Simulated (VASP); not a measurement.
Level of theory: PBE GGA, VASP's PBE PAW potentials (set 64) (plane waves; VASP).

The input files of a VASP run:

File POSCAR:
```
FePt
1
    2.7279413155     0.0000000000     0.0000000000
    0.0000000000     2.7279413155     0.0000000000
    0.0000000000     0.0000000000     3.7570430167
Fe Pt
1 1
Direct
  0.0000000000   0.0000000000   0.0000000000
  0.5000000000   0.5000000000   0.5000000000
```

**KPOINTS**
```
Automatic mesh
0
Gamma
13 13 10
0 0 0
```

### INCAR
```
SIGMA=0.1
ISPIN=2
LCHARG=.False.
ISMEAR=1   ! Methfessel-Paxton
MAGMOM=2.9 0.3
NSW=40
ISIF=3
PREC=Accurate
NELM=100   ! most electronic steps
ALGO=Normal
SYSTEM=FePt
IBRION=2   ! conjugate gradients
EDIFFG=-0.02   ! ionic stop
GGA=PE   ! PBE
EDIFF=1E-6   ! SCF stop (eV)
LWAVE=.False.
ENCUT=500   ! plane-wave cut-off (eV)
LASPH=.True.
LMAXMIX=6   ! l cut-off of mixed one-centre charges
LORBIT=10
LREAL=.False.   ! projection in real space or not
```

POTCAR, in this order: Fe Pt (PBE.64 set). Program: vasp_std.

The resulting files:

**OSZICAR**
```
       N       E                     dE             d eps       ncg     rms          rms(c)
DAV:   1     0.898127803805E+02    0.89813E+02   -0.85338E+03 10400   0.128E+03
DAV:   2    -0.129661083271E+02   -0.10278E+03   -0.91848E+02 10367   0.250E+02
DAV:   3    -0.161702808079E+02   -0.32042E+01   -0.31015E+01 12671   0.534E+01
DAV:   4    -0.162040128220E+02   -0.33732E-01   -0.33711E-01 11497   0.468E+00
DAV:   5    -0.162049000706E+02   -0.88725E-03   -0.88724E-03 13360   0.868E-01    0.163E+01
DAV:   6    -0.174688935839E+02   -0.12640E+01   -0.14585E+01 10866   0.842E+01    0.246E+01
DAV:   7    -0.149208149773E+02    0.25481E+01   -0.98326E+00 12818   0.804E+01    0.867E+00
DAV:   8    -0.148974611332E+02    0.23354E-01   -0.45932E-01 11997   0.104E+01    0.417E+00
DAV:   9    -0.148177484009E+02    0.79713E-01   -0.12955E-01 14642   0.766E+00    0.167E+00
DAV:  10    -0.148088327904E+02    0.89156E-02   -0.33041E-02 15347   0.345E+00    0.634E-01
DAV:  11    -0.148081734109E+02    0.65938E-03   -0.16544E-03 13094   0.629E-01    0.266E-01
DAV:  12    -0.148080284219E+02    0.14499E-03   -0.23694E-04 13970   0.233E-01    0.619E-02
DAV:  13    -0.148080383500E+02   -0.99281E-05   -0.41656E-05 12737   0.118E-01    0.335E-02
DAV:  14    -0.148080377309E+02    0.61913E-06   -0.19977E-06  9382   0.299E-02
   1 F= -.14808038E+02 E0= -.14807966E+02  d E =-.148080E+02  mag=     3.2752
       N       E                     dE             d eps       ncg     rms          rms(c)
DAV:   1    -0.148092843706E+02   -0.12460E-02   -0.54296E-02 11403   0.214E+00    0.243E-01
DAV:   2    -0.148088310727E+02    0.45330E-03   -0.26980E-03 13024   0.134E+00    0.276E-01
DAV:   3    -0.148084089806E+02    0.42209E-03   -0.17129E-03 12783   0.111E+00    0.131E-01
DAV:   4    -0.148082716785E+02    0.13730E-03   -0.21840E-04 14875   0.245E-01    0.496E-02
DAV:   5    -0.148082598142E+02    0.11864E-04   -0.22470E-05 14871   0.701E-02    0.213E-02
DAV:   6    -0.148082585606E+02    0.12537E-05   -0.19819E-06  8667   0.137E-02    0.761E-03
DAV:   7    -0.148082584883E+02    0.72288E-07   -0.32713E-07  5481   0.829E-03
   2 F= -.14808258E+02 E0= -.14808184E+02  d E =-.220757E-03  mag=     3.2675
       N       E                     dE             d eps       ncg     rms          rms(c)
DAV:   1    -0.148083515531E+02   -0.92992E-04   -0.51014E-03 11410   0.660E-01    0.742E-02
DAV:   2    -0.148083119872E+02    0.39566E-04   -0.25239E-04 13018   0.411E-01    0.860E-02
DAV:   3    -0.148082702875E+02    0.41700E-04   -0.16167E-04 12880   0.341E-01    0.394E-02
DAV:   4    -0.148082580048E+02    0.12283E-04   -0.19973E-05 14839   0.725E-02    0.152E-02
DAV:   5    -0.148082569595E+02    0.10452E-05   -0.16061E-06  8141   0.214E-02    0.641E-03
DAV:   6    -0.148082569132E+02    0.46317E-07   -0.72208E-07  5383   0.899E-03
   3 F= -.14808257E+02 E0= -.14808181E+02  d E =-.219182E-03  mag=     3.2648
       N       E                     dE             d eps       ncg     rms          rms(c)
DAV:   1    -0.148102802538E+02   -0.20233E-02   -0.52906E-02 11193   0.241E+00    0.317E-01
DAV:   2    -0.148086469729E+02    0.16333E-02   -0.59619E-03 13746   0.101E+00    0.288E-01
DAV:   3    -0.148085759791E+02    0.70994E-04   -0.28756E-03 12941   0.146E+00    0.229E-01
DAV:   4    -0.148082827261E+02    0.29325E-03   -0.72535E-04 12587   0.708E-01    0.840E-02
DAV:   5    -0.148082691655E+02    0.13561E-04   -0.26140E-05 11431   0.463E-02    0.378E-02
DAV:   6    -0.148082600885E+02    0.90769E-05   -0.13816E-05 15326   0.545E-02    0.821E-03
DAV:   7    -0.148082601845E+02   -0.95990E-07   -0.80175E-07  5845   0.146E-02
   4 F= -.14808260E+02 E0= -.14808186E+02  d E =-.327128E-05  mag=     3.2634
       N       E                     dE             d eps       ncg     rms          rms(c)
DAV:   1    -0.148088330063E+02   -0.57292E-03   -0.13518E-02 11200   0.122E+00    0.165E-01
DAV:   2    -0.148084397397E+02    0.39327E-03   -0.16666E-03 13872   0.553E-01    0.164E-01
DAV:   3    -0.148083912484E+02    0.48491E-04   -0.84955E-04 12934   0.786E-01    0.118E-01
DAV:   4    -0.148083203522E+02    0.70896E-04   -0.17827E-04 12558   0.352E-01    0.438E-02
DAV:   5    -0.148083175446E+02    0.28076E-05   -0.64272E-06 11324   0.237E-02    0.201E-02
DAV:   6    -0.148083159386E+02    0.16060E-05   -0.34923E-06 11293   0.308E-02    0.412E-03
DAV:   7    -0.148083159831E+02   -0.44436E-07   -0.48433E-07  5204   0.121E-02
   5 F= -.14808316E+02 E0= -.14808241E+02  d E =-.590698E-04  mag=     3.2642
```

OUTCAR:
```
------------------------ aborting loop because EDIFF is reached ----------------------------------------
  FORCE on cell =-STRESS in cart. coord.  units (eV):
  Direction    XX          YY          ZZ          XY          YZ          ZX
  --------------------------------------------------------------------------------------
  Total        0.0254775      0.0254775     -0.0000526      0.0000000      0.0000000     -0.0000000
  in kB        1.4605747      1.4605747     -0.0030165      0.0000000      0.0000000     -0.0000000
  external PRESSURE =       0.9727110 kB  Pullay stress =       0.0000000 kB
  volume of cell :       27.95
      direct lattice vectors                 reciprocal lattice vectors
     2.721597231  0.000000000 -0.000000000     0.367431297 -0.000000000 -0.000000000
     0.000000000  2.721597231 -0.000000000    -0.000000000  0.367431297 -0.000000000
     0.000000000  0.000000000  3.773074436     0.000000000  0.000000000  0.265035853
 POSITION                                       TOTAL-FORCE (eV/Angst)
 -----------------------------------------------------------------------------------
      0.00000      0.00000      0.00000        -0.000000     -0.000000      0.000000
      1.36080      1.36080      1.88654         0.000000      0.000000      0.000000
 -----------------------------------------------------------------------------------
    total drift:                               -0.000000      0.000000      0.000000
  FREE ENERGIE OF THE ION-ELECTRON SYSTEM (eV)
  ---------------------------------------------------
  free  energy   TOTEN  =       -14.8083159831 eV

  energy  without entropy=      -14.8080902791  energy(sigma->0) =      -14.80824075

 total charge

# of ion       s       p       d       tot
------------------------------------------
    1        0.403   0.439   6.117   6.959
    2        0.710   0.649   8.051   9.409
--------------------------------------------------
tot          1.113   1.088  14.168  16.368

 magnetization (x)

# of ion       s       p       d       tot
------------------------------------------
    1        0.003  -0.008   2.924   2.920
    2       -0.025  -0.069   0.421   0.326
--------------------------------------------------
tot         -0.022  -0.077   3.345   3.246

 reached required accuracy - stopping structural energy minimisation
```
(Selected blocks of OUTCAR.)

CONTCAR:
```
FePt
   1.00000000000000
     2.7215972309778627    0.0000000000000000   -0.0000000000000000
     0.0000000000000000    2.7215972309778627   -0.0000000000000000
     0.0000000000000000    0.0000000000000000    3.7730744360551185
  Fe              Pt
     1     1
Direct
     0.0000000000000000    0.0000000000000000    0.0000000000000000
     0.5000000000000000    0.5000000000000000    0.5000000000000000
```

The compound is FePt in the L1_0 structure. This run relaxes it. Symmetry was kept, so distortions that lower it aren't found.
